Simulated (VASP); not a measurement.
Level of theory: PBE GGA with D3 dispersion (Becke-Johnson damping), VASP's PBE PAW potentials (set 64) (plane waves; VASP).

VASP ran on this input.

**INCAR**
```
ALGO=Normal
EDIFF=1E-7
ENCUT=520
GGA=PE
ISIF=2
ISMEAR=0
IVDW=12
LASPH=.TRUE.
LCHARG=.FALSE.
LMAXMIX=4
LREAL=.FALSE.
LWAVE=.FALSE.
NELM=100
PREC=Accurate
SIGMA=0.05
SYSTEM=GaN
```

### KPOINTS
```
Regular mesh
0
G
  10 10 10
0 0 0
```

**POSCAR**
```
GaN
1
    0.0000000000     2.2363168038     2.2363168038
    2.2363168038     0.0000000000     2.2363168038
    2.2363168038     2.2363168038     0.0000000000
Ga N
1 1
Direct
  0.0000000000   0.0000000000   0.0000000000
  0.2500000000   0.2500000000   0.2500000000
```

POTCAR, in this order: Ga_d N (PBE.64 set). Program: vasp_std.

What VASP printed:

### OSZICAR
```
       N       E                     dE             d eps       ncg     rms          rms(c)
DAV:   1     0.920432896661E+02    0.92043E+02   -0.97894E+03  1278   0.248E+03
DAV:   2    -0.686331774997E+01   -0.98907E+02   -0.92479E+02  1367   0.370E+02
DAV:   3    -0.140476392310E+02   -0.71843E+01   -0.71405E+01  1412   0.901E+01
DAV:   4    -0.141558847310E+02   -0.10825E+00   -0.10818E+00  1435   0.120E+01
DAV:   5    -0.141575346250E+02   -0.16499E-02   -0.16499E-02  1357   0.136E+00    0.780E+00
DAV:   6    -0.121137905311E+02    0.20437E+01   -0.58980E+00  1863   0.497E+01    0.267E+00
DAV:   7    -0.121280669245E+02   -0.14276E-01   -0.37481E-01  1227   0.802E+00    0.179E+00
DAV:   8    -0.121238686664E+02    0.41983E-02   -0.64514E-02  1393   0.451E+00    0.767E-01
DAV:   9    -0.121188874684E+02    0.49812E-02   -0.22248E-02  1853   0.392E+00    0.178E-01
DAV:  10    -0.121191616272E+02   -0.27416E-03   -0.20464E-03  1467   0.795E-01    0.690E-02
DAV:  11    -0.121190783335E+02    0.83294E-04   -0.37718E-04  1808   0.356E-01    0.161E-02
DAV:  12    -0.121190844011E+02   -0.60676E-05   -0.33083E-05  1330   0.792E-02    0.981E-03
DAV:  13    -0.121190842015E+02    0.19958E-06   -0.18481E-06  1430   0.132E-02    0.293E-03
DAV:  14    -0.121190841520E+02    0.49532E-07   -0.11439E-07   970   0.330E-03
   1 F= -.12639524E+02 E0= -.12639524E+02  d E =-.257672E-16
```

**OUTCAR**
```
------------------------ aborting loop because EDIFF is reached ----------------------------------------
 Edisp (eV)   -0.52044
  FORCE on cell =-STRESS in cart. coord.  units (eV):
  Direction    XX          YY          ZZ          XY          YZ          ZX
  --------------------------------------------------------------------------------------
  Total       0.81761     0.81761     0.81761     0.00000     0.00000    -0.00000
  in kB      58.56330    58.56330    58.56330     0.00000     0.00000    -0.00000
  external pressure =       58.56 kB  Pullay stress =        0.00 kB
  volume of cell :       22.37
      direct lattice vectors                 reciprocal lattice vectors
     0.000000000  2.236316804  2.236316804    -0.223581918  0.223581918  0.223581918
     2.236316804  0.000000000  2.236316804     0.223581918 -0.223581918  0.223581918
     2.236316804  2.236316804  0.000000000     0.223581918  0.223581918 -0.223581918
  FREE ENERGIE OF THE ION-ELECTRON SYSTEM (eV)
  ---------------------------------------------------
  free  energy   TOTEN  =       -12.6395241692 eV

  energy  without entropy=      -12.6395241692  energy(sigma->0) =      -12.63952417
```
(Selected blocks of OUTCAR.)

The compound is GaN in the zinc blende structure, a metastable form; wurtzite is the usual one. This cell is one point of a volume scan, at 0.97 of the reference volume.
